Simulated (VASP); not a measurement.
# A VASP study of InPd (r2SCAN + rVV10): structure first, properties next, part 4 of 5

What structure does InPd take at this level, and what are its properties? The start is a computed cell from the Materials Project.

VASP 6.6.1; r2SCAN with rVV10; plane waves and PAW (In_d, Pd).

Still holding for the runs below: This run has no spin polarisation. Its electron count is odd, so without a moment it is a metal by construction. The k-mesh is coarse for a metal.

So far. Step 5 (Band structure (r2SCAN + rVV10)): There is no gap at this level. Step 6 (Density of states (r2SCAN + rVV10)): The finer mesh and the other smearing move the Fermi level by +0.03 eV from the 6×6×6 run, a small shift, which tests the Fermi level alone. Of the states within 0.3 eV of the Fermi level, the largest shares in the PAW spheres are Pd d 41 %, In p 15 % and Pd p 11 %. The rest lies in smaller channels or between the spheres.

## Step 7: Volume scan with r2SCAN + rVV10

An equation of state needs energies on both sides of the minimum, all on one mesh and cutoff.

Input file INCAR:

```
SYSTEM = InPd
PREC = Accurate
ENCUT = 400
EDIFF = 1E-06
NELM = 100
ISMEAR = 1
SIGMA = 0.2
LREAL = .FALSE.
ALGO = Normal
METAGGA = R2SCAN
LUSE_VDW = .TRUE.
IVDW_NL = 2
BPARAM = 11.95
CPARAM = 0.0093
LASPH = .TRUE.
NBANDS = 17
LORBIT = 11
LWAVE = .FALSE.
LCHARG = .FALSE.
KPAR = 2
ISIF = 2
```

Input file POSCAR:

```
InPd
1.0
    3.1927847848      0.0000000000      0.0000000000
    0.0000000000      3.1927847848      0.0000000000
    0.0000000000      0.0000000000      3.1927847848
In Pd
1 1
Direct
    0.0000000000      0.0000000000      0.0000000000
    0.5000000000      0.5000000000      0.5000000000
```

Input file KPOINTS:

```
Automatic mesh
0
Gamma
6 6 6
0 0 0
```

Potentials, in the order of the species: In_d and Pd (PBE family, release 64).

Command:

```
mpirun -np 2 vasp_std
```

The log of the run:

```text
[... set-up lines as in an earlier step ...]
 entering main loop
       N       E                     dE             d eps       ncg     rms          rms(c)
Total rVV10 correction in eV:      0.5922824    28.2377842
Total rVV10 correction in eV:      0.5922824    28.2377842
DAV:   1     0.106111865856E+03    0.10611E+03   -0.98716E+03   707   0.156E+03
DAV:   2    -0.442201991284E+02   -0.15033E+03   -0.14494E+03   699   0.341E+02
DAV:   3    -0.511959797084E+02   -0.69758E+01   -0.69420E+01   827   0.828E+01
DAV:   4    -0.513406646916E+02   -0.14468E+00   -0.14463E+00   891   0.104E+01
DAV:   5    -0.513469190580E+02   -0.62544E-02   -0.62541E-02   905   0.191E+00    0.104E+01
Total rVV10 correction in eV:      0.5736081    28.2377846
Total rVV10 correction in eV:      0.5736081    28.2377846
DAV:   6    -0.460279344231E+02    0.53190E+01   -0.41196E+00   708   0.292E+01    0.422E+00
Total rVV10 correction in eV:      0.5757076    28.2377845
Total rVV10 correction in eV:      0.5757076    28.2377845
DAV:   7    -0.459467411256E+02    0.81193E-01   -0.37532E-01   839   0.603E+00    0.288E+00
Total rVV10 correction in eV:      0.5725609    28.2377846
Total rVV10 correction in eV:      0.5725609    28.2377846
DAV:   8    -0.459485172798E+02   -0.17762E-02   -0.22248E-02   853   0.126E+00    0.113E+00
Total rVV10 correction in eV:      0.5699558    28.2377846
Total rVV10 correction in eV:      0.5699558    28.2377846
DAV:   9    -0.459477132171E+02    0.80406E-03   -0.13904E-02   752   0.119E+00    0.215E-01
Total rVV10 correction in eV:      0.5695639    28.2377846
Total rVV10 correction in eV:      0.5695639    28.2377846
DAV:  10    -0.459480705492E+02   -0.35733E-03   -0.11656E-03   947   0.385E-01    0.151E-01
Total rVV10 correction in eV:      0.5695026    28.2377846
Total rVV10 correction in eV:      0.5695026    28.2377846
DAV:  11    -0.459480653105E+02    0.52386E-05   -0.61770E-05   817   0.751E-02    0.713E-02
Total rVV10 correction in eV:      0.5697051    28.2377846
Total rVV10 correction in eV:      0.5697051    28.2377846
DAV:  12    -0.459480540539E+02    0.11257E-04   -0.51246E-05   915   0.131E-01    0.102E-01
Total rVV10 correction in eV:      0.5697405    28.2377846
Total rVV10 correction in eV:      0.5697405    28.2377846
DAV:  13    -0.459480530072E+02    0.10467E-05   -0.54193E-06   736   0.222E-02    0.523E-02
Total rVV10 correction in eV:      0.5697278    28.2377846
Total rVV10 correction in eV:      0.5697278    28.2377846
DAV:  14    -0.459480523587E+02    0.64850E-06   -0.46918E-07   362   0.117E-02
Total rVV10 correction in eV:      0.5697062    28.2377846
Total rVV10 correction in eV:      0.5697062    28.2377846
Total rVV10 correction in eV:      0.5697179    28.2377846
Total rVV10 correction in eV:      0.5697179    28.2377846
   1 F= -.45948052E+02 E0= -.45949071E+02  d E =0.305593E-02
```

It took 43 s on 2 MPI ranks of Intel Xeon Platinum 8259CL at 2.50GHz (Skylake/Cascade Lake), shared host; peak memory 0.39 GiB; 81 s of CPU time.

Parts of OUTCAR (step 7):

```text
   ENCUT  =  400.0 eV  29.40 Ry    5.42 a.u.   5.21  5.21  5.21*2*pi/ulx,y,z

   NELECT =      23.0000    total number of electrons

 E-fermi :  11.6566

 k-point     1 :       0.0000    0.0000    0.0000
  band No.  band energies     occupation
    ...
      7       7.1490      2.00000
      8       7.1490      2.00000
      9       8.9740      2.00000
     10       8.9740      2.00000
     11       8.9740      2.00000
     12      16.2082      0.00000
     13      16.2082      0.00000
     14      16.2082      0.00000
     15      22.7187      0.00000
     16      22.9860      0.00000
    ...

  Total        2.0491969      2.0491969      2.0491969     -0.0000000     -0.0000000      0.0000000
  in kB      100.8754155    100.8754155    100.8754155     -0.0000000     -0.0000000      0.0000000
  external PRESSURE =     100.8754155 kB  Pullay stress =       0.0000000 kB

 POSITION                                       TOTAL-FORCE (eV/Angst)
 -----------------------------------------------------------------------------------
      0.00000      0.00000      0.00000         0.000000      0.000000      0.000000
      1.59639      1.59639      1.59639         0.000000      0.000000      0.000000
 -----------------------------------------------------------------------------------
    total drift:                                0.000000      0.000000     -0.000000

  FREE ENERGIE OF THE ION-ELECTRON SYSTEM (eV)
  ---------------------------------------------------
  free  energy   TOTEN  =       -45.9480523587 eV

  energy  without entropy=      -45.9511082912  energy(sigma->0) =      -45.94907100

[... 4 parts as in an earlier step ...]

[... 12 further parts left out ...]
```

The scan keeps the cell's shape and the fractional positions fixed.

Numbers from this step:

```yaml
scf_cycles: 14
bands: 17
irreducible_k_points: 20
free_energy_toten: -45.95 eV
energy_at_zero_smearing: -45.95 eV
fermi_energy: 11.66 eV
pressure: 10.09 GPa
```

The pressure here is 10.09 GPa.

## Step 8: Volume scan with r2SCAN + rVV10 (run 2)

INCAR is that of step 7.

Input file POSCAR:

```
InPd
1.0
    3.2152699255      0.0000000000      0.0000000000
    0.0000000000      3.2152699255      0.0000000000
    0.0000000000      0.0000000000      3.2152699255
In Pd
1 1
Direct
    0.0000000000      0.0000000000      0.0000000000
    0.5000000000      0.5000000000      0.5000000000
```

KPOINTS is that of step 7.

Command:

```
mpirun -np 2 vasp_std
```

The log of the run:

```text
[... set-up lines as in an earlier step ...]
 entering main loop
       N       E                     dE             d eps       ncg     rms          rms(c)
Total rVV10 correction in eV:      0.5995259    28.2377842
Total rVV10 correction in eV:      0.5995259    28.2377842
DAV:   1     0.105135184413E+03    0.10514E+03   -0.98489E+03   704   0.153E+03
DAV:   2    -0.450906834190E+02   -0.15023E+03   -0.14493E+03   707   0.334E+02
DAV:   3    -0.512627674236E+02   -0.61721E+01   -0.61499E+01   791   0.793E+01
DAV:   4    -0.514062869392E+02   -0.14352E+00   -0.14345E+00   907   0.105E+01
DAV:   5    -0.514132191113E+02   -0.69322E-02   -0.69320E-02   944   0.203E+00    0.993E+00
Total rVV10 correction in eV:      0.5809173    28.2377835
Total rVV10 correction in eV:      0.5809173    28.2377835
DAV:   6    -0.460671010446E+02    0.53461E+01   -0.42080E+00   710   0.292E+01    0.408E+00
Total rVV10 correction in eV:      0.5831673    28.2377835
Total rVV10 correction in eV:      0.5831673    28.2377835
DAV:   7    -0.459813754117E+02    0.85726E-01   -0.38154E-01   859   0.597E+00    0.277E+00
Total rVV10 correction in eV:      0.5801199    28.2377835
Total rVV10 correction in eV:      0.5801199    28.2377835
DAV:   8    -0.459848671278E+02   -0.34917E-02   -0.24963E-02   836   0.133E+00    0.114E+00
Total rVV10 correction in eV:      0.5774417    28.2377835
Total rVV10 correction in eV:      0.5774417    28.2377835
DAV:   9    -0.459842894244E+02    0.57770E-03   -0.14348E-02   745   0.121E+00    0.230E-01
Total rVV10 correction in eV:      0.5770676    28.2377835
Total rVV10 correction in eV:      0.5770676    28.2377835
DAV:  10    -0.459846407632E+02   -0.35134E-03   -0.11819E-03   953   0.380E-01    0.168E-01
Total rVV10 correction in eV:      0.5769751    28.2377835
Total rVV10 correction in eV:      0.5769751    28.2377835
DAV:  11    -0.459846382252E+02    0.25380E-05   -0.90004E-05   828   0.955E-02    0.575E-02
Total rVV10 correction in eV:      0.5771790    28.2377835
Total rVV10 correction in eV:      0.5771790    28.2377835
DAV:  12    -0.459846308851E+02    0.73402E-05   -0.63854E-05   881   0.141E-01    0.113E-01
Total rVV10 correction in eV:      0.5772187    28.2377835
Total rVV10 correction in eV:      0.5772187    28.2377835
DAV:  13    -0.459846301578E+02    0.72726E-06   -0.64199E-06   766   0.243E-02
Total rVV10 correction in eV:      0.5771725    28.2377835
Total rVV10 correction in eV:      0.5771725    28.2377835
Total rVV10 correction in eV:      0.5772090    28.2377835
Total rVV10 correction in eV:      0.5772090    28.2377835
   1 F= -.45984630E+02 E0= -.45985787E+02  d E =0.347174E-02
```

It took 39 s on 2 MPI ranks; peak memory 0.4 GiB.

OUTCAR, selected parts (step 8):

```text
   ENCUT  =  400.0 eV  29.40 Ry    5.42 a.u.   5.24  5.24  5.24*2*pi/ulx,y,z

   NELECT =      23.0000    total number of electrons

 E-fermi :  11.2913

 k-point     1 :       0.0000    0.0000    0.0000
  band No.  band energies     occupation
    ...
      7       6.9150      2.00000
      8       6.9150      2.00000
      9       8.6789      2.00000
     10       8.6789      2.00000
     11       8.6789      2.00000
     12      15.8175      0.00000
     13      15.8175      0.00000
     14      15.8175      0.00000
     15      22.0675      0.00000
     16      22.4778      0.00000
    ...

  Total        1.2799196      1.2799196      1.2799196     -0.0000000      0.0000000     -0.0000000
  in kB       61.6937218     61.6937218     61.6937218     -0.0000000      0.0000000     -0.0000000
  external PRESSURE =      61.6937218 kB  Pullay stress =       0.0000000 kB

 POSITION                                       TOTAL-FORCE (eV/Angst)
 -----------------------------------------------------------------------------------
      0.00000      0.00000      0.00000         0.000000      0.000000      0.000000
      1.60763      1.60763      1.60763         0.000000      0.000000      0.000000
 -----------------------------------------------------------------------------------
    total drift:                                0.000000      0.000000     -0.000000

  FREE ENERGIE OF THE ION-ELECTRON SYSTEM (eV)
  ---------------------------------------------------
  free  energy   TOTEN  =       -45.9846301578 eV

  energy  without entropy=      -45.9881018962  energy(sigma->0) =      -45.98578740

[... 4 parts as in an earlier step ...]

[... 12 further parts left out ...]
```

This step gave:

```
SCF cycles              : 13
free energy (TOTEN)     : -45.98 eV
energy at zero smearing : -45.99 eV
Fermi energy            : 11.29 eV
pressure                : 6.169 GPa
```

The pressure falls from 10.09 to 6.17 GPa.

The run ends at a pressure of 6.17 GPa.

## Step 9: Volume scan with r2SCAN + rVV10 (run 3)

INCAR is that of step 8.

Input file POSCAR:

```
InPd
1.0
    3.2374449016      0.0000000000      0.0000000000
    0.0000000000      3.2374449016      0.0000000000
    0.0000000000      0.0000000000      3.2374449016
In Pd
1 1
Direct
    0.0000000000      0.0000000000      0.0000000000
    0.5000000000      0.5000000000      0.5000000000
```

KPOINTS is that of step 8.

Command:

```
mpirun -np 2 vasp_std
```

The log of the run:

```text
[... set-up lines as in an earlier step ...]
 entering main loop
       N       E                     dE             d eps       ncg     rms          rms(c)
Total rVV10 correction in eV:      0.6065885    28.2377842
Total rVV10 correction in eV:      0.6065885    28.2377842
DAV:   1     0.105869633560E+03    0.10587E+03   -0.97561E+03   705   0.150E+03
DAV:   2    -0.443821674249E+02   -0.15025E+03   -0.14512E+03   706   0.340E+02
DAV:   3    -0.512937995793E+02   -0.69116E+01   -0.68860E+01   779   0.821E+01
DAV:   4    -0.514578787346E+02   -0.16408E+00   -0.16403E+00   920   0.109E+01
DAV:   5    -0.514622338224E+02   -0.43551E-02   -0.43549E-02   864   0.165E+00    0.950E+00
Total rVV10 correction in eV:      0.5880615    28.2377830
Total rVV10 correction in eV:      0.5880615    28.2377830
DAV:   6    -0.460914095898E+02    0.53708E+01   -0.42880E+00   708   0.293E+01    0.397E+00
Total rVV10 correction in eV:      0.5904497    28.2377829
Total rVV10 correction in eV:      0.5904497    28.2377829
DAV:   7    -0.460003757342E+02    0.91034E-01   -0.38773E-01   856   0.592E+00    0.267E+00
[...]
Total rVV10 correction in eV:      0.5847493    28.2377829
Total rVV10 correction in eV:      0.5847493    28.2377829
DAV:   9    -0.460050577197E+02    0.33584E-03   -0.14516E-02   741   0.121E+00    0.238E-01
Total rVV10 correction in eV:      0.5844250    28.2377829
Total rVV10 correction in eV:      0.5844250    28.2377829
DAV:  10    -0.460053797451E+02   -0.32203E-03   -0.10599E-03   950   0.338E-01    0.202E-01
Total rVV10 correction in eV:      0.5842846    28.2377829
Total rVV10 correction in eV:      0.5842846    28.2377829
DAV:  11    -0.460053961862E+02   -0.16441E-04   -0.13531E-04   851   0.128E-01    0.431E-02
Total rVV10 correction in eV:      0.5844629    28.2377829
Total rVV10 correction in eV:      0.5844629    28.2377829
DAV:  12    -0.460053888672E+02    0.73190E-05   -0.54555E-05   893   0.128E-01    0.109E-01
Total rVV10 correction in eV:      0.5845114    28.2377829
Total rVV10 correction in eV:      0.5845114    28.2377829
DAV:  13    -0.460053882676E+02    0.59958E-06   -0.80491E-06   823   0.283E-02
Total rVV10 correction in eV:      0.5844663    28.2377829
Total rVV10 correction in eV:      0.5844663    28.2377829
Total rVV10 correction in eV:      0.5845024    28.2377829
Total rVV10 correction in eV:      0.5845024    28.2377829
   1 F= -.46005388E+02 E0= -.46006642E+02  d E =0.376159E-02
```

Run time: 40 s. Hardware: 2 MPI ranks; peak memory 0.39 GiB.

OUTCAR, selected parts (step 9):

```text
  Total        0.5870745      0.5870745      0.5870745      0.0000000      0.0000000     -0.0000000
  in kB       27.7202176     27.7202176     27.7202176      0.0000000      0.0000000     -0.0000000
  external PRESSURE =      27.7202176 kB  Pullay stress =       0.0000000 kB

 POSITION                                       TOTAL-FORCE (eV/Angst)
 -----------------------------------------------------------------------------------
      0.00000      0.00000      0.00000         0.000000      0.000000      0.000000
      1.61872      1.61872      1.61872         0.000000      0.000000      0.000000
 -----------------------------------------------------------------------------------
    total drift:                                0.000000      0.000000     -0.000000

  FREE ENERGIE OF THE ION-ELECTRON SYSTEM (eV)
  ---------------------------------------------------
  free  energy   TOTEN  =       -46.0053882676 eV

  energy  without entropy=      -46.0091498589  energy(sigma->0) =      -46.00664213

[... 1 part as in an earlier step ...]

[... 2 further parts left out ...]
[key lines of the parts left out:]
E-fermi :  10.9438
```

The pressure falls from 6.17 to 2.77 GPa.

The run ends at a pressure of 2.77 GPa.

## Step 10: Volume scan with r2SCAN + rVV10 (run 4)

INCAR is that of step 9.

Input file POSCAR:

```
InPd
1.0
    3.2593201929      0.0000000000      0.0000000000
    0.0000000000      3.2593201929      0.0000000000
    0.0000000000      0.0000000000      3.2593201929
In Pd
1 1
Direct
    0.0000000000      0.0000000000      0.0000000000
    0.5000000000      0.5000000000      0.5000000000
```

KPOINTS is that of step 9.

Command:

```
mpirun -np 2 vasp_std
```

The log of the run:

```text
[... set-up lines as in an earlier step ...]
 entering main loop
       N       E                     dE             d eps       ncg     rms          rms(c)
Total rVV10 correction in eV:      0.6134774    28.2377842
Total rVV10 correction in eV:      0.6134774    28.2377842
[... 5 cycles as in an earlier step ...]
Total rVV10 correction in eV:      0.5950440    28.2377834
Total rVV10 correction in eV:      0.5950440    28.2377834
[... 1 cycle as in an earlier step ...]
Total rVV10 correction in eV:      0.5975542    28.2377834
Total rVV10 correction in eV:      0.5975542    28.2377834
[... 1 cycle as in an earlier step ...]
Total rVV10 correction in eV:      0.5947023    28.2377834
Total rVV10 correction in eV:      0.5947023    28.2377834
[... 1 cycle as in an earlier step ...]
Total rVV10 correction in eV:      0.5919033    28.2377834
Total rVV10 correction in eV:      0.5919033    28.2377834
[... 1 cycle as in an earlier step ...]
Total rVV10 correction in eV:      0.5916171    28.2377834
Total rVV10 correction in eV:      0.5916171    28.2377834
[... 1 cycle as in an earlier step ...]
Total rVV10 correction in eV:      0.5914068    28.2377834
Total rVV10 correction in eV:      0.5914068    28.2377834
[... 1 cycle as in an earlier step ...]
Total rVV10 correction in eV:      0.5915661    28.2377834
Total rVV10 correction in eV:      0.5915661    28.2377834
[... 1 cycle as in an earlier step ...]
Total rVV10 correction in eV:      0.5916295    28.2377834
Total rVV10 correction in eV:      0.5916295    28.2377834
[... 1 cycle as in an earlier step ...]
Total rVV10 correction in eV:      0.5916202    28.2377834
Total rVV10 correction in eV:      0.5916202    28.2377834
[... 1 cycle as in an earlier step ...]
Total rVV10 correction in eV:      0.5916079    28.2377834
Total rVV10 correction in eV:      0.5916079    28.2377834
[... 1 cycle as in an earlier step ...]
Total rVV10 correction in eV:      0.5916086    28.2377834
Total rVV10 correction in eV:      0.5916086    28.2377834
Total rVV10 correction in eV:      0.5916085    28.2377834
Total rVV10 correction in eV:      0.5916085    28.2377834
   1 F= -.46012417E+02 E0= -.46013728E+02  d E =0.393339E-02
```

It took 47 s on 2 MPI ranks; peak memory 0.39 GiB; 88 s of CPU time.

OUTCAR, selected parts (step 10):

```text
[... 6 parts as in an earlier step ...]

[... 1 further part left out ...]
[key lines of the parts left out:]
E-fermi :  10.6130
```

The pressure falls from 2.77 to -0.05 GPa, so it vanishes between these two volumes.

[end of part 4 of 5]

[Lines on the potential files, build, host, timing and source positions are cut from VASP's logs without a mark.]

[Logs are printed without paths, hosts, clocks, repeated set-up lines and the standing remarks that a program may print on its own settings, such as how far it seeks lower states.]

[Hosts, paths, dates, database ids (printed as entryN), source tags and the programs' standing remarks are cut or masked in the printed files.]

[A measured line is paired with the nearest computed mode of its activity, which favours agreement.]
